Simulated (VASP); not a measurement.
OSZICAR of a VASP run on SiC (zinc blende):

OSZICAR:
```
       N       E                     dE             d eps       ncg     rms          rms(c)
DAV:   1     0.477229039316E+01    0.47723E+01   -0.40883E+03   760   0.841E+02
DAV:   2    -0.163643767977E+02   -0.21137E+02   -0.20488E+02  1104   0.109E+02
DAV:   3    -0.167576057728E+02   -0.39323E+00   -0.39323E+00   864   0.181E+01
DAV:   4    -0.167589618400E+02   -0.13561E-02   -0.13561E-02  1160   0.112E+00
DAV:   5    -0.167589622397E+02   -0.39967E-06   -0.39967E-06   896   0.192E-02    0.830E+00
DAV:   6    -0.150884555671E+02    0.16705E+01   -0.75097E+00   824   0.152E+01    0.361E+00
DAV:   7    -0.150495180599E+02    0.38938E-01   -0.28019E-01  1136   0.386E+00    0.168E+00
DAV:   8    -0.150421942605E+02    0.73238E-02   -0.17997E-02   784   0.123E+00    0.167E-01
DAV:   9    -0.150424813702E+02   -0.28711E-03   -0.90182E-04  1208   0.250E-01    0.104E-01
DAV:  10    -0.150426006007E+02   -0.11923E-03   -0.24112E-04  1032   0.119E-01    0.223E-02
DAV:  11    -0.150426011161E+02   -0.51538E-06   -0.54198E-05  1000   0.438E-02    0.592E-03
DAV:  12    -0.150426012309E+02   -0.11482E-06   -0.20649E-06   920   0.110E-02    0.142E-03
DAV:  13    -0.150426013414E+02   -0.11045E-06   -0.17732E-07   816   0.366E-03    0.117E-03
DAV:  14    -0.150426013353E+02    0.60434E-08   -0.32819E-09   512   0.502E-04
   1 F= -.15614587E+02 E0= -.15614587E+02  d E =-.703004E-16
```

Task: Which electronic solver shows in the log?

Result: It is blocked Davidson (ALGO = Normal, or the opening steps of other solvers). The INCAR had ALGO = Normal.

Task: Can the final energy be trusted as converged?

Result: Self-consistency was reached. It stopped with EDIFF = 1E-7, NELM = 100 (PBE GGA with D3 dispersion (Becke-Johnson damping), plane waves, VASP's PBE PAW potentials (set 64)).

The compound is SiC in the zinc blende structure. This cell is one point of a volume scan, at 1.06 of the reference volume.
